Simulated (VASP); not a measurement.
Level of theory: LDA (Ceperley-Alder, Perdew-Zunger), VASP's LDA PAW potentials (set 64) (plane waves; VASP).

The input files of a VASP run:

### INCAR
```
SYSTEM = Cu
PREC = Accurate
ENCUT = 500
EDIFF = 1E-6
NELM = 100
ALGO = Normal
LREAL = .FALSE.
LASPH = .TRUE.
ISMEAR = 1
SIGMA = 0.1
LMAXMIX = 4
LWAVE = .FALSE.
LCHARG = .FALSE.
IBRION = 2
ISIF = 3
NSW = 40
EDIFFG = -0.02
PSTRESS = 450
```

### KPOINTS
```
Automatic mesh
0
Gamma
19 19 19
0 0 0
```

### POSCAR
```
Cu
1
    0.0000000000     1.6689672110     1.6689672110
    1.6689672110    -0.0000000000     1.6689672110
    1.6689672110     1.6689672110    -0.0000000000
Cu
1
Direct
  0.0000000000   0.0000000000   0.0000000000
```

POTCAR, in this order: Cu (LDA.64 set). Program: vasp_std.

What VASP printed:

OSZICAR:
```
       N       E                     dE             d eps       ncg     rms          rms(c)
DAV:   1     0.313518772732E+02    0.31352E+02   -0.55994E+03  4264   0.214E+03
DAV:   2    -0.515154173021E+01   -0.36503E+02   -0.34477E+02  3976   0.196E+02
DAV:   3    -0.554719397451E+01   -0.39565E+00   -0.39466E+00  4679   0.287E+01
DAV:   4    -0.554986598222E+01   -0.26720E-02   -0.26717E-02  4686   0.207E+00
DAV:   5    -0.554989239618E+01   -0.26414E-04   -0.26414E-04  4684   0.179E-01    0.809E+00
DAV:   6    -0.475860868569E+01    0.79128E+00   -0.13695E+01  4169   0.945E+01    0.254E+00
DAV:   7    -0.453630175800E+01    0.22231E+00   -0.16118E+00  4213   0.323E+01    0.809E-01
DAV:   8    -0.451143404811E+01    0.24868E-01   -0.11644E-02  5843   0.152E+00    0.195E-01
DAV:   9    -0.451059736982E+01    0.83668E-03   -0.32844E-03  4463   0.128E+00    0.157E-02
DAV:  10    -0.451061334445E+01   -0.15975E-04   -0.18417E-05  4273   0.619E-02    0.537E-03
DAV:  11    -0.451061441345E+01   -0.10690E-05   -0.68262E-07  2459   0.216E-02    0.590E-04
DAV:  12    -0.451061441363E+01   -0.18417E-09   -0.39174E-08  2113   0.321E-03
   1 F= -.18992027E+01 E0= -.18991616E+01  d E =-.189920E+01
```

**OUTCAR**
```
------------------------ aborting loop because EDIFF is reached ----------------------------------------
  FORCE on cell =-STRESS in cart. coord.  units (eV):
  Direction    XX          YY          ZZ          XY          YZ          ZX
  --------------------------------------------------------------------------------------
  Total        2.5946381      2.5946381      2.5946381      0.0000000     -0.0000000     -0.0000000
  in kB      447.1095754    447.1095754    447.1095754      0.0000000     -0.0000000     -0.0000000
  external PRESSURE =      -2.8904246 kB  Pullay stress =     450.0000000 kB
  volume of cell :        9.30
      direct lattice vectors                 reciprocal lattice vectors
     0.000000000  1.668967211  1.668967211    -0.299586473  0.299586473  0.299586473
     1.668967211  0.000000000  1.668967211     0.299586473 -0.299586473  0.299586473
     1.668967211  1.668967211  0.000000000     0.299586473  0.299586473 -0.299586473
 POSITION                                       TOTAL-FORCE (eV/Angst)
 -----------------------------------------------------------------------------------
      0.00000      0.00000      0.00000        -0.000000     -0.000000     -0.000000
 -----------------------------------------------------------------------------------
    total drift:                                0.000000     -0.000000     -0.000000
  FREE ENERGIE OF THE ION-ELECTRON SYSTEM (eV)
  ---------------------------------------------------
  free  energy   TOTEN  =        -4.5106144136 eV

  energy  without entropy=       -4.5104910010  energy(sigma->0) =       -4.51057328
  enthalpy is  TOTEN    =        -1.8992027440 eV   P V=        2.6114116696

 reached required accuracy - stopping structural energy minimisation
```
(Selected blocks of OUTCAR.)

**OUTCAR**
```
 val. band max:       10.8268723260   @ k =  -0.3684   0.1579   0.0526

 cond. band min:      10.8666397672   @ k =   0.4737   0.3684   0.0526


 Fermi energy:        10.8620601347

 k-point     1 :       0.0000    0.0000    0.0000
  band No.  band energies     occupation
      1      -0.5725      2.00000
      2       6.8181      2.00000
      3       6.8181      2.00000
      4       6.8181      2.00000
      5       8.0293      2.00000
      6       8.0293      2.00000
      7      35.2557      0.00000
      8      39.7203      0.00000
      9      39.7203      0.00000

 k-point     2 :       0.0526    0.0000    0.0000
  band No.  band energies     occupation
      1      -0.4522      2.00000
      2       6.7857      2.00000
      3       6.8458      2.00000
      4       6.8458      2.00000
      5       8.0174      2.00000
      6       8.0174      2.00000
      7      34.9122      0.00000
      8      38.1202      0.00000
      9      39.4185      0.00000

 k-point     3 :       0.1053    0.0000    0.0000
  band No.  band energies     occupation
      1      -0.0959      2.00000
      2       6.6963      2.00000
      3       6.9189      2.00000
      4       6.9189      2.00000
      5       7.9911      2.00000
      6       7.9911      2.00000
      7      33.2236      0.00000
      8      36.7344      0.00000
      9      38.8179      0.00000

 k-point     4 :       0.1579    0.0000    0.0000
  band No.  band energies     occupation
      1       0.4803      2.00000
      2       6.5755      2.00000
      3       7.0051      2.00000
      4       7.0051      2.00000
      5       7.9818      2.00000
      6       7.9818      2.00000
      7      30.4605      0.00000
      8      36.2471      0.00000
      9      38.2146      0.00000

 k-point     5 :       0.2105    0.0000    0.0000
  band No.  band energies     occupation
      1       1.2429      2.00000
      2       6.4674      2.00000
      3       7.0527      2.00000
...
```

The compound is Cu in the fcc structure. It was relaxed first under an external pressure of 45 GPa.
